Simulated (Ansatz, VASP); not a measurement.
# Al2BAs2: VASP beside Ansatz

```xyz
5
Lattice="3.5810 0.0000 0.0000 -1.7905 3.1012 0.0000 0.0000 0.0000 7.7796" Properties=species:S:1:pos:R:3 pbc="T T T"
Al    0.0000    0.0000    5.4012
Al    0.0000    0.0000    2.3783
B     1.7905    1.0337    0.0000
As    1.7905    1.0337    3.8898
As    0.0000    2.0675    0.0000
```

Change from the starting cell: species swapped into the Sr2ZnAs2 type (P-6m2, No. 187).

Alike in both runs: functional PBE; k mesh 6 × 6 × 2; occupations gaussian, width 0.1 eV; no spin polarisation.

Ansatz relaxed the structure, and its values are those at the end. VASP's run is a single point on that final structure, the one shown.

```csv
,VASP,Ansatz
version,VASP 6.6.1,Ansatz 0.2.0
potentials or method,"VASP PAW PBE potentials, release 64 (Al, B, As)","scalar-relativistic, plane waves, PAW"
plane-wave cutoff (eV),520,420
valence electrons in the cell,19,39
```

VASP gave:

```
gap on the k mesh at the Fermi level (eV) : none
pressure (GPa)                            : 0.3
rms of the force components (eV/Å)        : 0.009
```

Problem. Which values does Ansatz return?

Solution. gap on the k mesh at the Fermi level (eV): none; pressure (GPa): 0.0; rms of the force components (eV/Å): 0.004.

A gap of «none» marks a metal or a gap that the smearing closes. The two sets of potentials don't hold the same shells in valence.

Caveats: the k mesh is coarse (spacing up to 0.40 Å⁻¹), so the values aren't converged.
